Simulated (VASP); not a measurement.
# BaIrO3: Ga into a neighbouring Ba vacancy, part 5 of 5

How hard is this move in BaIrO3: Ga into a neighbouring Ba vacancy? Both ends are relaxed first, then a band of images between them. The start is a cell from a database of measured crystal structures.

VASP 6.6.1, plane waves and PAW; the level of theory is named at each step.

So far. Step 3 (Relax the host again, on a new basis): The start already met the threshold, so nothing moved. Step 7 (Going on with the relaxation): The run ended after 58 ionic steps, 0.299 eV below its first step, once the forces on the free atoms met EDIFFG = -0.05.

## Step 8: Nudged elastic band

Level of this step: LDA, no spin polarisation; plane waves and PAW (Ir, Ga, Ba_sv, O) (VASP).

Images on a straight line between the ends relax across the path, while springs keep them spaced along it.

File INCAR:

```
SYSTEM = Ba2GaIr4O12
PREC = Normal
ENCUT = 400
EDIFF = 1E-05
NELM = 120
ISMEAR = 1
SIGMA = 0.15
LREAL = Auto
ALGO = Fast
GGA = CA
NBANDS = 84
LWAVE = .FALSE.
LCHARG = .FALSE.
IMAGES = 3
SPRING = -5
IBRION = 1
POTIM = 0.3
NSW = 60
EDIFFG = -0.05
ISYM = 0
ISIF = 0
```

File POSCAR:

```
Ba2GaIr4O12
1.0
   -3.9927422025      3.9927422025      3.9927422025
    3.9927422025     -3.9927422025      3.9927422025
    3.9927422025      3.9927422025     -3.9927422025
Ir Ga Ba O
4 1 2 12
Direct
    0.0266277921      0.0269685265      0.0229050798
    0.5033020697      0.5029613159      0.9757650597
    0.5039308795      0.0271699967      0.4999726156
    0.0264415046      0.5028864171      0.4992898385
    0.7568762863      0.7571156545      0.4997077294
    0.0169264347      0.5174437562      0.9999367210
    0.5150604653      0.0152312486      0.9994297866
    0.2585267033      0.2580439859      0.9878264322
    0.7699528489      0.7703161625      0.0115889633
    0.7696788928      0.2584461603      0.4991109401
    0.2582738751      0.7703245980      0.4999792130
    0.2670894129      0.9808283002      0.2132145714
    0.7560455760      0.5212351017      0.2643882434
    0.7559878511      0.9911545688      0.7345658221
    0.2676943631      0.5541250236      0.7862495329
    0.9801908147      0.2674629039      0.2120794279
    0.5209728682      0.7560227606      0.2646908141
    0.5545774560      0.2674866524      0.7867001644
    0.9912074933      0.7567174316      0.7345364636
```

File KPOINTS:

```
Automatic mesh
0
Gamma
3 3 3
0 0 0
```

File 00/POSCAR:

```
Ba2GaIr4O12
1.0
   -3.9927422025      3.9927422025      3.9927422025
    3.9927422025     -3.9927422025      3.9927422025
    3.9927422025      3.9927422025     -3.9927422025
Ir Ga Ba O
4 1 2 12
Direct
    0.0266277921      0.0269685265      0.0229050798
    0.5033020697      0.5029613159      0.9757650597
    0.5039308795      0.0271699967      0.4999726156
    0.0264415046      0.5028864171      0.4992898385
    0.7568762863      0.7571156545      0.4997077294
    0.0169264347      0.5174437562      0.9999367210
    0.5150604653      0.0152312486      0.9994297866
    0.2585267033      0.2580439859      0.9878264322
    0.7699528489      0.7703161625      0.0115889633
    0.7696788928      0.2584461603      0.4991109401
    0.2582738751      0.7703245980      0.4999792130
    0.2670894129      0.9808283002      0.2132145714
    0.7560455760      0.5212351017      0.2643882434
    0.7559878511      0.9911545688      0.7345658221
    0.2676943631      0.5541250236      0.7862495329
    0.9801908147      0.2674629039      0.2120794279
    0.5209728682      0.7560227606      0.2646908141
    0.5545774560      0.2674866524      0.7867001644
    0.9912074933      0.7567174316      0.7345364636
```

File 01/POSCAR:

```
Ba2GaIr4O12
1.0
   -3.9927422025      3.9927422025      3.9927422025
    3.9927422025     -3.9927422025      3.9927422025
    3.9927422025      3.9927422025     -3.9927422025
Ir Ga Ba O
4 1 2 12
Direct
    0.0201784354      0.0205819467      0.0113630442
    0.5087078455      0.5085434519      0.9878691971
    0.5091676943      0.0207837891      0.5001238766
    0.0202007748      0.5085619036      0.4996051574
    0.6320165200      0.6322970772      0.4998838867
    0.0161774332      0.5165681834      1.0000963284
    0.5147340677      0.0150736635      0.9998558187
    0.2602519060      0.2598091420      0.9921350960
    0.7673680476      0.7679823397      0.0075731370
    0.7671487227      0.2602898772      0.4993933940
    0.2604545109      0.7676924719      0.5003911237
    0.2644150127      0.9909495627      0.2262103538
    0.7581870942      0.5106269880      0.2518309250
    0.7580544694      1.0061501105      0.7476664653
    0.2652192775      0.5389806953      0.7736879864
    0.9914248324      0.2657423795      0.2253792206
    0.5102935608      0.7581766834      0.2521330530
    0.5396453142      0.2656429407      0.7739348474
    1.0060424445      0.7587869054      0.7475016936
```

File 02/POSCAR:

```
Ba2GaIr4O12
1.0
   -3.9927422025      3.9927422025      3.9927422025
    3.9927422025     -3.9927422025      3.9927422025
    3.9927422025      3.9927422025     -3.9927422025
Ir Ga Ba O
4 1 2 12
Direct
    0.0137290788      0.0141953669     -0.0001789915
    0.5141136212      0.5141255879      0.9999733345
    0.5144045091      0.0143975815      0.5002751377
    0.0139600450      0.5142373902      0.4999204763
    0.5071567538      0.5074784998      0.5000600440
    0.0154284318      0.5156926107      1.0002559358
    0.5144076700      0.0149160784      1.0002818508
    0.2619771087      0.2615742980      0.9964437597
    0.7647832463      0.7656485169      0.0035573108
    0.7646185526      0.2621335942      0.4996758478
    0.2626351467      0.7650603458      0.5008030344
    0.2617406126      1.0010708252      0.2392061362
    0.7603286124      0.5000188742      0.2392736067
    0.7601210877      1.0211456522      0.7607671085
    0.2627441918      0.5238363670      0.7611264398
    1.0026588502      0.2640218552      0.2386790133
    0.4996142534      0.7603306061      0.2395752920
    0.5247131724      0.2637992290      0.7611695304
    1.0208773956      0.7608563792      0.7604669236
```

File 03/POSCAR:

```
Ba2GaIr4O12
1.0
   -3.9927422025      3.9927422025      3.9927422025
    3.9927422025     -3.9927422025      3.9927422025
    3.9927422025      3.9927422025     -3.9927422025
Ir Ga Ba O
4 1 2 12
Direct
    0.0072797222      0.0078087871     -0.0117210271
    0.5195193970      0.5197077239      1.0120774719
    0.5196413239      0.0080113739      0.5004263988
    0.0077193152      0.5199128767      0.5002357952
    0.3822969875      0.3826599225      0.5002362014
    0.0146794304      0.5148170379      1.0004155431
    0.5140812724      0.0147584934      1.0007078830
    0.2637023114      0.2633394541      1.0007524234
    0.7621984450      0.7633146941     -0.0004585155
    0.7620883825      0.2639773111      0.4999583016
    0.2648157825      0.7624282198      0.5012149450
    0.2590662124      1.0111920878      0.2522019187
    0.7624701307      0.4894107605      0.2267162884
    0.7621877060      1.0361411940      0.7738677517
    0.2602691062      0.5086920386      0.7485648932
    1.0138928679      0.2623013308      0.2519788060
    0.4889349459      0.7624845288      0.2270175309
    0.5097810306      0.2619555172      0.7484042134
    1.0357123468      0.7629258529      0.7734321537
```

File 04/POSCAR:

```
Ba2GaIr4O12
1.0
   -3.9927422025      3.9927422025      3.9927422025
    3.9927422025     -3.9927422025      3.9927422025
    3.9927422025      3.9927422025     -3.9927422025
Ir Ga Ba O
4 1 2 12
Direct
    0.0008303655      0.0014222073     -0.0232630627
    0.5249251728      0.5252898599      1.0241816093
    0.5248781387      0.0016251663      0.5005776598
    0.0014785854      0.5255883632      0.5005511141
    0.2574372212      0.2578413452      0.5004123587
    0.0139304289      0.5139414651      1.0005751505
    0.5137548748      0.0146009083      1.0011339151
    0.2654275141      0.2651046102      1.0050610872
    0.7596136437      0.7609808713     -0.0044743417
    0.7595582124      0.2658210280      0.5002407555
    0.2669964183      0.7597960937      0.5016268557
    0.2563918122      1.0213133503      0.2651977011
    0.7646116489      0.4788026468      0.2141589700
    0.7642543243      1.0511367357      0.7869683949
    0.2577940206      0.4935477103      0.7360033467
    1.0251268856      0.2605808064      0.2652785987
    0.4782556385      0.7646384516      0.2144597698
    0.4948488888      0.2601118055      0.7356388964
    1.0505472980      0.7649953267      0.7863973837
```

PAW data sets: Ir, Ga, Ba_sv and O (LDA family, release 64).

The run is started by

```
$ mpirun -np 3 vasp_std
```

The log of the run:

```text
[banner, memory and clock lines left out]
running    3 mpi-ranks, on    1 nodes
 each image running on    1 cores
[...]
01/POSCAR found :  4 types and      19 ions
 LDA part: xc-table for (Slater(with rela. corr.)+CA(PZ))
 , standard interpolation
[...]
00/POSCAR found :  4 types and      19 ions
[...]
04/POSCAR found :  4 types and      19 ions
 POSCAR, INCAR and KPOINTS ok, starting setup
[...]
entering main loop
       N       E                     dE             d eps       ncg     rms          rms(c)
DAV:   1     0.108150670862E+04    0.10815E+04   -0.55091E+04  2352   0.122E+03
DAV:   2    -0.219412850810E+02   -0.11034E+04   -0.10347E+04  2456   0.357E+02
DAV:   3    -0.163681466113E+03   -0.14174E+03   -0.13669E+03  3072   0.135E+02
DAV:   4    -0.170496945436E+03   -0.68155E+01   -0.67428E+01  3264   0.295E+01
[...]
RMM:  20    -0.138549709552E+03   -0.15962E-04   -0.18262E-04  1959   0.204E-02    0.763E-03
RMM:  21    -0.138549719109E+03   -0.95569E-05   -0.10075E-04  1857   0.148E-02    0.738E-03
RMM:  22    -0.138549725774E+03   -0.66645E-05   -0.72985E-05  1727   0.107E-02
   1 F= -.13854973E+03 E0= -.13854549E+03  d E =-.138550E+03
[... from here on, the cycles between the ionic steps are left out ...]
   2 F= -.13879527E+03 E0= -.13879115E+03  d E =-.245546E+00
[...]
WARNING in EDDRMM: call to ZHEGV failed, returncode =   6  3     64
   6 F= -.13944877E+03 E0= -.13945232E+03  d E =-.195356E-01
  11 F= -.13952657E+03 E0= -.13952767E+03  d E =0.128144E-02
  16 F= -.13956036E+03 E0= -.13956269E+03  d E =-.120567E-01
  21 F= -.13957589E+03 E0= -.13957883E+03  d E =-.470306E-02
  26 F= -.13955516E+03 E0= -.13955739E+03  d E =0.423585E-02
  31 F= -.13955516E+03 E0= -.13955755E+03  d E =0.441070E-02
  36 F= -.13956439E+03 E0= -.13956700E+03  d E =-.194900E-02
  41 F= -.13953232E+03 E0= -.13953407E+03  d E =0.706337E-02
  46 F= -.13953357E+03 E0= -.13953491E+03  d E =-.339861E-02
  51 F= -.13954366E+03 E0= -.13954534E+03  d E =-.418445E-02
  56 F= -.13953131E+03 E0= -.13953274E+03  d E =-.988802E-02
  59 F= -.13954218E+03 E0= -.13954369E+03  d E =-.487267E-02
  60 F= -.13954611E+03 E0= -.13954762E+03  d E =-.392367E-02
 BRION: g(F)=  0.107E-01 g(S)=  0.000E+00 retain N=  5 mean eig= 1.51
 eig:   4.344  1.634  0.939  0.321  0.321
```

It took 41 min on 3 MPI ranks of AMD EPYC 9R45, shared host; peak memory 0.74 GiB.

Parts of OUTCAR (step 8):

```text
  tangential force (eV/A)        -1.766961
  left and right image   1.160815  1.161654 A

  tangential force (eV/A)        -1.761724
  left and right image   1.163091  1.163710 A

 k-point     1 :       0.0000    0.0000    0.0000
  band No.  band energies     occupation
    ...
     62       3.3204      2.03980
     63       3.3288      2.04488
     64       3.3340      2.04812
     65       3.4970      1.73140
     66       3.5809      0.88653
     67       3.7097     -0.03123
     68       3.7620     -0.07019
     69       3.8813     -0.01266
     70       4.1201     -0.00000
     71       4.5048     -0.00000
    ...

 POSITION                                       TOTAL-FORCE (eV/Angst)
 -----------------------------------------------------------------------------------
      0.04605      0.04433      0.09715         0.087878      0.082804     -0.084157
      3.94994      3.94729      0.09715        -0.083419     -0.086430     -0.084404
      0.04636      3.94665      0.09792         0.082428     -0.082592     -0.079958
      3.94947      0.04443      0.09785        -0.090875      0.086376     -0.080559
      1.99896      1.99526      3.02907        -0.001700      0.002309      1.613799
      1.99734     -1.99717      2.11501         0.000181      0.001968     -0.070888
      1.99784      5.98755     -1.87548        -0.001416      0.003267     -0.080274
      4.04654      4.04887     -1.90566        -0.103874     -0.106309     -0.088152
     -0.05350     -0.05918      6.08002         0.105774      0.107153     -0.084781
      0.04126      3.94808      2.08702        -0.129038      0.130116     -0.084831
      3.95184      0.04521      2.08702         0.133912     -0.134213     -0.087353
      3.80307     -1.99742      4.12706        -0.225748     -0.002484     -0.172369
      0.17371      1.99616      3.84479         0.116879      0.001006     -0.026800
     -0.16916      5.98774     -0.14808        -0.121275     -0.000767     -0.026260
[...]
-----------------------------------------------------------------------------------
    total drift:                               -0.003608      0.001050     -0.017293

  FREE ENERGIE OF THE ION-ELECTRON SYSTEM (eV)
  ---------------------------------------------------
  free  energy   TOTEN  =      -139.5461075004 eV

  energy  without entropy=     -139.5506581971  energy(sigma->0) =     -139.54762440

  tangential force (eV/A)        -1.756671
  left and right image   1.165022  1.165523 A

[... 5 parts as in an earlier step ...]

[... 10 further parts left out ...]
[key lines of the parts left out:]
E-fermi :   3.5708
```

CONTCAR:

```
Ba2GaIr4O12
   1.00000000000000
    -3.9927422025000001    3.9927422025000001    3.9927422025000001
     3.9927422025000001   -3.9927422025000001    3.9927422025000001
     3.9927422025000001    3.9927422025000001   -3.9927422025000001
  Ir              Ga              Ba              O
     4     1     2    12
Direct
     0.0177162373616016    0.0179321565216654    0.0113176204670749
     0.5064738843915766    0.5068050858087940    0.9889484645475394
     0.5064900361678649    0.0180675098936633    0.5000323866854579
     0.0178172464126471    0.5068341121570925    0.5001446093673970
     0.6291826317091327    0.6296468339459323    0.5001848228850683
     0.0147570526703694    0.5149784827240006    0.0000220155594113
     0.5149433814777024    0.0153226920995132    0.9999885903599733
     0.2683880246779743    0.2680962962981083    1.0137651459270922
     0.7539734411492870    0.7546842011207691   -0.0141105929610153
     0.7557579228319562    0.2665183938764650    0.4995738000637772
     0.2670136261213918    0.7562302215180328    0.5005397400381814
     0.2666889575001013    0.9930684795458515    0.2261165593048212
     0.7314456353480173    0.5032251763232133    0.2717269930031251
     0.7312847342288713   -0.0397265320927250    0.7286455213220857
     0.2665239819064890    0.5403701013523431    0.7736642709625261
     0.9935421120517171    0.2672016201892173    0.2267137220130398
     0.5019151481585707    0.7310771139687136    0.2713182417881935
     0.5411343926450124    0.2677264529902628    0.7738860604890203
    -0.0402956118044071    0.7311861062337575    0.7286821060102429
```

The band used up its steps before its forces met the threshold, so no barrier is taken from it.

## Step 9: Summary of results

| Item | Value |
| --- | --- |
| result | none |

What this shows: The session ends without its result: «nudged elastic band» used up its steps.

[Lines on the potential files, build, host, timing and source positions are cut from VASP's logs without a mark.]

[Logs are printed without paths, hosts, clocks, repeated set-up lines and the standing remarks that a program may print on its own settings, such as how far it seeks lower states.]

[Hosts, paths, dates, database ids (printed as entryN), source tags and the programs' standing remarks are cut or masked in the printed files.]

[Runs that stopped without an error message from VASP are left out.]
